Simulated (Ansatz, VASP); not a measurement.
# SnO2 (Cassiterite) in two plane-wave programs

Wanted: the spread between two codes on one cell, functional and k mesh. The cell is taken from a series of runs on this material, whose earlier steps may have relaxed, scaled, displaced or heated it; both programs get it as it stands.

Method: plane waves, with VASP 6.6.1 beside it; PBE, in Ansatz 0.2.0.

## (1) The starting structure

It takes space group P4_2/mnm (No. 136, tetragonal). Conventional cell: a = 4.828 Å, b = 4.828 Å, c = 3.238 Å, α = 90.00°, β = 90.00°, γ = 90.00°. Nearest to O lie 3 Sn at 2.09 Å. Sn has 6 O at 2.09 Å nearest. Farther neighbours and most contacts between anions are not listed.

Structure file:

```
O Sn
1.0
     4.82756    0.00000    0.00000
     0.00000    4.82756    0.00000
     0.00000    0.00000    3.23793
O Sn
4 2
Cartesian
  1.4801 1.4801 0.0000
  0.9337 3.8939 1.6190
  3.3475 3.3475 0.0000
  3.8939 0.9337 1.6190
  0.0000 4.8276 0.0000
  2.4138 2.4138 1.6190
```

## (2) VASP: relaxation of cell and atoms, PBE, pair 1

The relaxed volume is the usual yardstick between codes: in a stiff, nearly cubic crystal its relative difference is about their pressure difference at one cell divided by the bulk modulus.

Lines of VASP's logs that name or quote its potential files are left out, and so is its time.

Input file INCAR:

```
SYSTEM = SnO2
PREC = Accurate
ENCUT = 600
EDIFF = 1E-07
NELM = 120
ISMEAR = 0
SIGMA = 0.01
LREAL = .FALSE.
ALGO = Normal
GGA = PE
NBANDS = 32
LORBIT = 11
LWAVE = .FALSE.
LCHARG = .FALSE.
ISIF = 3
IBRION = 2
NSW = 80
EDIFFG = -0.005
LASPH = .TRUE.
GGA_COMPAT = .FALSE.
NELMIN = 4
EFERMI = MIDGAP
KPAR = 2
```

Input file POSCAR:

```
SnO2
1.0
    4.8275630000      0.0000000000      0.0000000000
    0.0000000000      4.8275630000      0.0000000000
    0.0000000000      0.0000000000      3.2379300000
O Sn
4 2
Direct
    0.3065944971      0.3065943934      0.0000000000
    0.1934055029      0.8065943935      0.5000000000
    0.6934055029      0.6934053994      0.0000000000
    0.8065944970      0.1934053993      0.5000000000
    0.0000000000      0.9999998964      0.0000000000
    0.5000000000      0.4999998964      0.5000000000
```

Input file KPOINTS:

```
Automatic mesh
0
Gamma
10 10 12
0 0 0
```

Potentials, in the order of the species: O and Sn_d (PBE family, release 64).

Command:

```sh
$ mpirun -np 2 vasp_std
```

Numbers of over 12 decimals in the logs are rounded to 6 here.

Log:

```text
[banner, memory and clock lines left out]
running    2 mpi-ranks, on    1 nodes
 distrk:  each k-point on    1 cores,    2 groups
 distr:  one band on    1 cores,    1 groups

 POSCAR found type information on POSCAR O Sn
 POSCAR found :  2 types and       6 ions
 LDA part: xc-table for (Slater+PW92), standard interpolation
 POSCAR, INCAR and KPOINTS ok, starting setup
 FFT: planning ... GRIDC
 FFT: planning ... GRID_SOFT
 FFT: planning ... GRID
 WAVECAR not read
 entering main loop
       N       E                     dE             d eps       ncg     rms          rms(c)
DAV:   1     0.673776480573E+03    0.67378E+03   -0.28574E+04 10336   0.273E+03
DAV:   2     0.618139422850E+02   -0.61196E+03   -0.58639E+03 10448   0.714E+02
DAV:   3    -0.380927501904E+02   -0.99907E+02   -0.98091E+02 10720   0.230E+02
DAV:   4    -0.432919159966E+02   -0.51992E+01   -0.51730E+01 11432   0.575E+01
DAV:   5    -0.434486915800E+02   -0.15678E+00   -0.15672E+00 11496   0.103E+01    0.156E+01
DAV:   6    -0.372459757385E+02    0.62027E+01   -0.22968E+01 15424   0.703E+01    0.582E+00
DAV:   7    -0.373517967064E+02   -0.10582E+00   -0.20673E+00 10792   0.840E+00    0.321E+00
DAV:   8    -0.373318848549E+02    0.19912E-01   -0.27083E-01 14128   0.480E+00    0.750E-01
DAV:   9    -0.373195134407E+02    0.12371E-01   -0.64693E-02 15160   0.351E+00    0.133E-01
DAV:  10    -0.373203139285E+02   -0.80049E-03   -0.50029E-03 12800   0.652E-01    0.443E-02
DAV:  11    -0.373203995736E+02   -0.85645E-04   -0.25258E-04 14680   0.162E-01    0.209E-02
DAV:  12    -0.373204036233E+02   -0.40497E-05   -0.23649E-05 12088   0.321E-02    0.158E-02
DAV:  13    -0.373203993070E+02    0.43163E-05   -0.16506E-05 13528   0.548E-02    0.255E-03
DAV:  14    -0.373203996842E+02   -0.37722E-06   -0.12039E-06 13376   0.948E-03    0.123E-03
DAV:  15    -0.373203997811E+02   -0.96950E-07   -0.29793E-08  7816   0.140E-03
   1 F= -.37320400E+02 E0= -.37320400E+02  d E =-.373204E+02
 curvature:   0.00 expect dE= 0.000E+00 dE for cont linesearch  0.000E+00
 trial: gam= 0.00000 g(F)=  0.677E-04 g(S)=  0.116E-02 ort = 0.000E+00 (trialstep = 0.100E+01)
 search vector abs. value=  0.122E-02
 bond charge predicted
       N       E                     dE             d eps       ncg     rms          rms(c)
DAV:   1    -0.373297939294E+02   -0.93942E-02   -0.26674E-01 11880   0.767E+00    0.666E-01
DAV:   2    -0.373220889862E+02    0.77049E-02   -0.22337E-02 13264   0.165E+00    0.244E-01
DAV:   3    -0.373205020681E+02    0.15869E-02   -0.32003E-03 13848   0.119E+00    0.733E-02
DAV:   4    -0.373202976319E+02    0.20444E-03   -0.57074E-04 13832   0.504E-01    0.153E-02
DAV:   5    -0.373202924946E+02    0.51373E-05   -0.16252E-04 11632   0.106E-01    0.707E-03
DAV:   6    -0.373202837992E+02    0.86953E-05   -0.70733E-06 12288   0.252E-02    0.372E-03
DAV:   7    -0.373202833913E+02    0.40793E-06   -0.57723E-07 10680   0.730E-03    0.150E-03
DAV:   8    -0.373202835130E+02   -0.12167E-06   -0.11643E-07  7456   0.594E-03    0.243E-04
DAV:   9    -0.373202834970E+02    0.15982E-07   -0.10034E-07  6800   0.311E-03
   2 F= -.37320283E+02 E0= -.37320283E+02  d E =0.116284E-03
 trial-energy change:    0.000116  1 .order    0.000092   -0.001224    0.001408
 step:   0.4513(harm=  0.4651)  dis= 0.00029  next Energy=   -37.320674 (dE=-0.274E-03)
 bond charge predicted
       N       E                     dE             d eps       ncg     rms          rms(c)
DAV:   1    -0.373235261091E+02   -0.32426E-02   -0.79988E-02 11880   0.416E+00    0.366E-01
DAV:   2    -0.373211979160E+02    0.23282E-02   -0.67313E-03 13176   0.912E-01    0.134E-01
DAV:   3    -0.373207207772E+02    0.47714E-03   -0.96531E-04 13928   0.664E-01    0.403E-02
DAV:   4    -0.373206680828E+02    0.52694E-04   -0.17109E-04 13704   0.277E-01    0.846E-03
DAV:   5    -0.373206717101E+02   -0.36273E-05   -0.49158E-05 11616   0.585E-02    0.389E-03
DAV:   6    -0.373206733389E+02   -0.16288E-05   -0.21397E-06 12200   0.138E-02    0.203E-03
DAV:   7    -0.373206735278E+02   -0.18893E-06   -0.16067E-07  8768   0.398E-03    0.848E-04
DAV:   8    -0.373206734543E+02    0.73525E-07   -0.36964E-08  6392   0.312E-03
   3 F= -.37320673E+02 E0= -.37320673E+02  d E =-.273673E-03
 curvature:  -0.23 expect dE=-0.111E-05 dE for cont linesearch -0.185E-06
 trial: gam=-0.02162 g(F)=  0.422E-06 g(S)=  0.436E-05 ort = 0.313E-04 (trialstep = 0.890E+00)
 search vector abs. value=  0.401E-05
 reached required accuracy - stopping structural energy minimisation
```

From OUTCAR (step 2):

```text
ion  position               nearest neighbor table
   1  0.307  0.307  0.000-   6 2.09   6 2.09   5 2.09
   2  0.193  0.807  0.500-   5 2.09   5 2.09   6 2.09
   3  0.693  0.693  0.000-   6 2.09   6 2.09   5 2.09
   4  0.807  0.193  0.500-   5 2.09   5 2.09   6 2.09
   5  0.000  1.000  0.000-   2 2.09   2 2.09   4 2.09   4 2.09   3 2.09   1 2.09
   6  0.500  0.500  0.500-   1 2.09   3 2.09   1 2.09   3 2.09   4 2.09   2 2.09

  LATTYP: Found a simple tetragonal cell.
 ALAT       =     4.8275630000
 C/A-ratio  =     0.6707172957

 Subroutine GETGRP returns: Found 16 space group operations
 (whereof  8 operations were pure point group operations)

The static configuration has the point symmetry D_2h.
 The point group associated with its full space group is D_4h.

 Found    147 irreducible k-points:

   k-points           NKPTS =    147   k-points in BZ     NKDIM =    147   number of bands    NBANDS=     32

   dimension x,y,z NGX =    40 NGY =   40 NGZ =   28
   dimension x,y,z NGXF=    80 NGYF=   80 NGZF=   56

   ENCUT  =  600.0 eV  44.10 Ry    6.64 a.u.   9.64  9.64  6.47*2*pi/ulx,y,z

   NELECT =      52.0000    total number of electrons

 k-points in reciprocal lattice and weights: Automatic mesh
   0.00000000  0.00000000  0.00000000       0.001
   0.10000000  0.00000000  0.00000000       0.003
   0.20000000  0.00000000  0.00000000       0.003
   0.30000000  0.00000000  0.00000000       0.003
   0.40000000  0.00000000  0.00000000       0.003
   0.50000000  0.00000000  0.00000000       0.002
   0.10000000  0.10000000  0.00000000       0.003
   0.20000000  0.10000000  0.00000000       0.007
   0.30000000  0.10000000  0.00000000       0.007
[...]
0.50000000  0.40000000  0.50000000       0.003
   0.50000000  0.50000000  0.50000000       0.001

 average (electrostatic) potential at core
       1 -68.4561       2 -68.4561       3 -68.4561       4 -68.4561       5-100.1335
       6-100.1335

 E-fermi :   5.8257

 k-point     1 :       0.0000    0.0000    0.0000
  band No.  band energies     occupation
    ...
     22       4.2462      2.00000
     23       4.2462      2.00000
     24       4.7656      2.00000
     25       4.7656      2.00000
     26       5.5045      2.00000
     27       6.1469      0.00000
     28      11.1700      0.00000
     29      11.5499      0.00000
     30      11.5499      0.00000
     31      15.5968      0.00000
    ...

 k-point     2 :       0.1000    0.0000    0.0000
  band No.  band energies     occupation
    ...
     22       4.2491      2.00000
     23       4.2581      2.00000
     24       4.5024      2.00000
     25       4.7714      2.00000
     26       5.4559      2.00000
     27       6.4699      0.00000
     28      11.0648      0.00000
     29      11.5945      0.00000
     30      11.6543      0.00000
     31      15.6863      0.00000
    ...

 k-point     3 :       0.2000    0.0000    0.0000
  band No.  band energies     occupation
    ...
     22       4.0247      2.00000
     23       4.2577      2.00000
     24       4.2811      2.00000
     25       4.7881      2.00000
     26       5.3220      2.00000
     27       7.1278      0.00000
     28      10.8263      0.00000
     29      11.7293      0.00000
     30      11.8643      0.00000
     31      15.8897      0.00000
    ...

  Total       -0.0086178     -0.0086178      0.0198565      0.0000000      0.0000000      0.0000000
  in kB       -0.1825559     -0.1825559      0.4206336      0.0000000      0.0000000      0.0000000
  external PRESSURE =       0.0185073 kB  Pullay stress =       0.0000000 kB

  energy-cutoff  :      600.00
  volume of cell :       75.63
      direct lattice vectors                 reciprocal lattice vectors
     4.830395242 -0.000000000  0.000000000     0.207022397  0.000000000  0.000000000
    -0.000000000  4.830395242  0.000000000     0.000000000  0.207022397  0.000000000
     0.000000000  0.000000000  3.241485343     0.000000000  0.000000000  0.308500547

 POSITION                                       TOTAL-FORCE (eV/Angst)
 -----------------------------------------------------------------------------------
      1.48068      1.48068      0.00000        -0.001046     -0.001046      0.000000
      0.93451      3.89588      1.62074         0.001046     -0.001046      0.000000
      3.34971      3.34971      0.00000         0.001046      0.001046      0.000000
      3.89588      0.93451      1.62074        -0.001046      0.001046      0.000000
     -0.00000      4.83039      0.00000        -0.000000     -0.000000      0.000000
      2.41520      2.41520      1.62074        -0.000000     -0.000000      0.000000
 -----------------------------------------------------------------------------------
    total drift:                                0.001095      0.001349      0.000000

  FREE ENERGIE OF THE ION-ELECTRON SYSTEM (eV)
  ---------------------------------------------------
  free  energy   TOTEN  =       -37.3206734543 eV

  energy  without entropy=      -37.3206734543  energy(sigma->0) =      -37.32067345

 reached required accuracy - stopping structural energy minimisation

 total charge
# of ion       s       p       d       tot
------------------------------------------
    1        1.557   3.481   0.000   5.039
    2        1.557   3.481   0.000   5.039
    3        1.557   3.481   0.000   5.039
    4        1.557   3.481   0.000   5.039
    5        0.880   1.024  10.327  12.231
    6        0.880   1.024  10.327  12.231
--------------------------------------------------
tot          7.990  15.973  20.654  44.617

[... 3 further parts left out ...]
```

CONTCAR:

```
SnO2
   1.00000000000000
     4.8303952418452534   -0.0000000000000000    0.0000000000000000
    -0.0000000000000000    4.8303952418452534    0.0000000000000000
     0.0000000000000000    0.0000000000000000    3.2414853434984598
  O               Sn
     4     2
Direct
     0.3065346822986134    0.3065345785986101    0.0000000000000000
     0.1934653177013866    0.8065345786986119    0.5000000000000000
     0.6934653177013866    0.6934652142013870    0.0000000000000000
     0.8065346821986116    0.1934652141013852    0.5000000000000000
     0.0000000000000000    0.9999998963999985    0.0000000000000000
     0.5000000000000000    0.4999998963999985    0.5000000000000000
```

(Part 1 of 3 ends here.)

[Lines on the potential files, build, host, timing and source positions are cut from VASP's logs without a mark.]

[Logs are printed without paths, hosts, clocks, repeated set-up lines and the standing remarks that a program may print on its own settings, such as how far it seeks lower states.]

[Hosts, paths, dates, database ids (printed as entryN), source tags and the programs' standing remarks are cut or masked in the printed files.]
